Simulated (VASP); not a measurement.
Method: PBE GGA, VASP's PBE PAW potentials (set 64) (plane waves; VASP 6.6.1).

The input files of a VASP run:

KPOINTS:
```
Automatic mesh
0
Gamma
8 8 6
0 0 0
```

**INCAR**
```
! general
SYSTEM   =  NiSb
PREC     =  Accurate
ENCUT    =  600
LREAL    =  .FALSE.
LASPH    =  .TRUE.

! electronic loop
EDIFF    =  1E-6
NELM     =  100
ALGO     =  Normal
LMAXMIX  =  4

! smearing
ISMEAR   =  1
SIGMA    =  0.1

! functional
GGA      =  PE

! ions
ISIF     =  2

! output
LWAVE    =  .FALSE.
LCHARG   =  .FALSE.
```

POSCAR:
```
NiSb
1
    1.9650000000    -3.4034800000     0.0000000000
    1.9650000000     3.4034800000     0.0000000000
    0.0000000000     0.0000000000     5.1300000000
Ni Sb
2 2
Direct
  0.0000000000   0.0000000000   0.5000000000
  0.0000000000   0.0000000000   0.0000000000
  0.3333330000   0.6666670000   0.2500000000
  0.6666670000   0.3333330000   0.7500000000
```

POTCAR, in this order: Ni Sb (PBE.64 set). Program: vasp_std.

Output of the run:

OUTCAR:
```
 ion  position               nearest neighbor table
   1  0.000  0.000  0.500-   2 2.56   2 2.56   4 2.61   3 2.61   4 2.61   3 2.61   4 2.61   3 2.61
  LATTYP: Found a hexagonal cell.
 ALAT       =     3.9300001413
 C/A-ratio  =     1.3053434645
 Subroutine PRICEL returns:
 Original cell was already a primitive cell.
 Subroutine GETGRP returns: Found 24 space group operations
The static configuration has the point symmetry D_3d.
 The point group associated with its full space group is D_6h.
The dynamic configuration has the point symmetry D_3d.
 Subroutine INISYM returns: Found 24 space group operations
 Subroutine IBZKPT returns following result:
 Found     40 irreducible k-points:

 Following reciprocal coordinates:
            Coordinates               Weight
  0.000000  0.000000  0.000000      1.000000
  0.125000 -0.000000  0.000000      6.000000
  0.250000 -0.000000  0.000000      6.000000
  0.375000  0.000000  0.000000      6.000000
  0.500000 -0.000000  0.000000      3.000000
  0.125000  0.125000  0.000000      6.000000
  0.250000  0.125000  0.000000     12.000000
  0.375000  0.125000  0.000000     12.000000
  0.250000  0.250000  0.000000      6.000000
  0.375000  0.250000  0.000000      6.000000
  0.000000  0.000000  0.166667      2.000000
  0.125000 -0.000000  0.166667     12.000000
  0.250000 -0.000000  0.166667     12.000000
  0.375000  0.000000  0.166667     12.000000
  0.500000 -0.000000  0.166667      6.000000
  0.125000  0.125000  0.166667     12.000000
  0.250000  0.125000  0.166667     24.000000
  0.375000  0.125000  0.166667     24.000000
  0.250000  0.250000  0.166667     12.000000
  0.375000  0.250000  0.166667     12.000000
  0.000000  0.000000  0.333333      2.000000
  0.125000 -0.000000  0.333333     12.000000
  0.250000 -0.000000  0.333333     12.000000
...
```

**OSZICAR**
```
       N       E                     dE             d eps       ncg     rms          rms(c)
DAV:   1     0.181118146658E+03    0.18112E+03   -0.13840E+04  1520   0.182E+03
DAV:   2    -0.114923431236E+02   -0.19261E+03   -0.18710E+03  1526   0.338E+02
DAV:   3    -0.214024452936E+02   -0.99101E+01   -0.95596E+01  1794   0.946E+01
DAV:   4    -0.216903420304E+02   -0.28790E+00   -0.28603E+00  1690   0.145E+01
DAV:   5    -0.216994269755E+02   -0.90849E-02   -0.90816E-02  1889   0.274E+00    0.133E+01
DAV:   6    -0.243911052188E+02   -0.26917E+01   -0.35835E+01  1663   0.109E+02    0.174E+01
DAV:   7    -0.202933809487E+02    0.40977E+01   -0.13233E+01  1649   0.767E+01    0.395E+00
DAV:   8    -0.203508913459E+02   -0.57510E-01   -0.15909E+00  2097   0.118E+01    0.268E+00
DAV:   9    -0.202887821322E+02    0.62109E-01   -0.24607E-01  1734   0.883E+00    0.649E-01
DAV:  10    -0.202893409571E+02   -0.55882E-03   -0.78568E-03  1613   0.795E-01    0.501E-01
DAV:  11    -0.202889264418E+02    0.41452E-03   -0.70671E-04  1747   0.218E-01    0.154E-01
DAV:  12    -0.202886829511E+02    0.24349E-03   -0.78960E-04  2123   0.487E-01    0.423E-02
DAV:  13    -0.202886887330E+02   -0.57819E-05   -0.81868E-05  1622   0.660E-02    0.380E-02
DAV:  14    -0.202886886727E+02    0.60310E-07   -0.41938E-06  1549   0.226E-02
   1 F= -.20288689E+02 E0= -.20288914E+02  d E =0.674490E-03
```

### OUTCAR
```
------------------------ aborting loop because EDIFF is reached ----------------------------------------
  FORCE on cell =-STRESS in cart. coord.  units (eV):
  Direction    XX          YY          ZZ          XY          YZ          ZX
  --------------------------------------------------------------------------------------
  Total        1.5772488      1.5772490      1.3294368      0.0000000      0.0000000      0.0000000
  in kB       36.8279614     36.8279649     31.0416752      0.0000000      0.0000000      0.0000000
  external PRESSURE =      34.8992005 kB  Pullay stress =       0.0000000 kB
  volume of cell :       68.62
      direct lattice vectors                 reciprocal lattice vectors
     1.965000000 -3.403480000  0.000000000     0.254452926 -0.146908458  0.000000000
     1.965000000  3.403480000  0.000000000     0.254452926  0.146908458  0.000000000
     0.000000000  0.000000000  5.130000000     0.000000000  0.000000000  0.194931774
 POSITION                                       TOTAL-FORCE (eV/Angst)
 -----------------------------------------------------------------------------------
      0.00000      0.00000      2.56500        -0.000000     -0.000000      0.000000
      0.00000      0.00000      0.00000        -0.000000     -0.000000      0.000000
      1.96500      1.13450      1.28250         0.000000     -0.000000     -0.000000
      1.96500     -1.13450      3.84750        -0.000000      0.000000      0.000000
 -----------------------------------------------------------------------------------
    total drift:                                0.000000     -0.000000      0.000000
  FREE ENERGIE OF THE ION-ELECTRON SYSTEM (eV)
  ---------------------------------------------------
  free  energy   TOTEN  =       -20.2886886727 eV

  energy  without entropy=      -20.2893631630  energy(sigma->0) =      -20.28891350
```
(Selected blocks of OUTCAR.)

File OUTCAR:
```
 val. band max:       10.0758742741   @ k =   0.3750   0.2500   0.0000

 cond. band min:      10.1191457589   @ k =   0.3750   0.1250   0.0000


 Fermi energy:        10.0806188143

 k-point     1 :       0.0000    0.0000    0.0000
  band No.  band energies     occupation
      1      -2.9518      2.00000
      2       1.5864      2.00000
      3       3.7700      2.00000
      4       6.1083      2.00000
      5       6.1084      2.00000
      6       6.8774      2.00000
      7       7.4617      2.00000
      8       7.4617      2.00000
      9       7.9188      2.00000
     10       7.9188      2.00000
     11       8.6939      2.00000
     12       8.6939      2.00000
     13       9.9946      2.00764
     14      10.6232     -0.00000
     15      10.6232     -0.00000
     16      12.5156      0.00000
     17      12.5157      0.00000
     18      13.1730      0.00000
     19      14.0539      0.00000

 k-point     2 :       0.1250   -0.0000    0.0000
  band No.  band energies     occupation
      1      -2.7557      2.00000
      2       1.5738      2.00000
      3       3.9903      2.00000
      4       6.0526      2.00000
      5       6.1501      2.00000
      6       6.7950      2.00000
      7       7.3146      2.00000
      8       7.3833      2.00000
      9       7.8034      2.00000
     10       7.9544      2.00000
     11       8.6825      2.00000
     12       8.6951      2.00000
     13       9.4115      2.00000
     14       9.9320      2.05654
     15      10.0047      1.95768
     16      11.7523     -0.00000
     17      13.0611      0.00000
     18      13.7161      0.00000
     19      14.5746      0.00000

 k-point     3 :       0.2500   -0.0000    0.0000
  band No.  band energies     occupation
      1      -2.1807      2.00000
      2       1.4511      2.00000
      3       4.6318      2.00000
      4       5.5122      2.00000
      5       6.2662      2.00000
      6       6.5211      2.00000
      7       7.1013      2.00000
...
```

Unless said otherwise, spin-orbit coupling is left out, though it shifts the bands of the heavy elements here.

The compound is NiSb in the NiAs type structure. The cell was not relaxed at this level. The run is one of a series of settings (ENCUT = 600 against the base run), some of them coarse on purpose. The run is not spin-polarised, so no magnetic state was tried.
